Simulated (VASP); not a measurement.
Given:

```
CELL_PARAMETERS angstrom
      1.79031    -3.10090     0.00000
      1.79031     3.10090     0.00000
      0.00000     0.00000     4.71407
ATOMIC_POSITIONS crystal
  Pt 0.00000 0.00000 0.00000
  S  0.33333 0.66667 0.25700
  S  0.66667 0.33333 0.74300
```

Calculation: vdW-DF-cx, VASP's PBE PAW potentials (set 64) (plane waves; VASP). Run with 520 eV cut-off, 8×8×5 Γ-centred mesh, tetrahedra with Blöchl corrections, potentials Pt S.

The cores are frozen, which limits the accuracy of field gradients.

Task: Give the principal components of the electric field gradient (V/Å²) and the asymmetry η at each nucleus.

Result: 
```csv
atom,Vxx,Vyy,Vzz,η
Pt1,-74.1,-74.1,148.3,0.00
S2,22.8,22.8,-45.5,0.00
S3,22.8,22.8,-45.5,0.00
```

The compound is PtS2 in the 1T layered structure. It was relaxed first.
